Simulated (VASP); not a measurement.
Data:

```xyz
3
Lattice="0.0000 2.6987 2.6987 2.6987 0.0000 2.6987 2.6987 2.6987 0.0000" Properties=species:S:1:pos:R:3 pbc="T T T"
Ce     0.0000     0.0000     0.0000
O      1.3493     1.3493     1.3493
O      4.0480     4.0480     4.0480
```

Computed with rev-vdW-DF2, VASP's PBE PAW potentials (set 64) (plane waves; VASP 6.6.1). Run with 520 eV cut-off, 7×7×7 Γ-centred mesh, Gaussian smearing of 0.050 eV, potentials Ce O.

Energy and stress use the plane-wave basis of the starting cell.

### Question
The ions, cell shape and volume are relaxed. What does this cell relax into?

### Answer

```xyz
3
Lattice="0.0000 2.7197 2.7197 2.7197 0.0000 2.7197 2.7197 2.7197 0.0000" Properties=species:S:1:pos:R:3 pbc="T T T"
Ce     0.0000     0.0000     0.0000
O      1.3599     1.3599     1.3599
O      4.0796     4.0796     4.0796
```
Space group Fm-3m (225), at a tolerance of 0.03 Å.

### Question
How do energy and volume change from the first to the last step?

### Answer
The energy (σ→0) changes by -4.2 meV/atom and the volume by +2.4 %, in 3 ionic steps.

The compound is CeO2 in the fluorite structure. This run relaxes it. Symmetry was kept, so distortions that lower it aren't found. The run is not spin-polarised, so no magnetic state was tried.
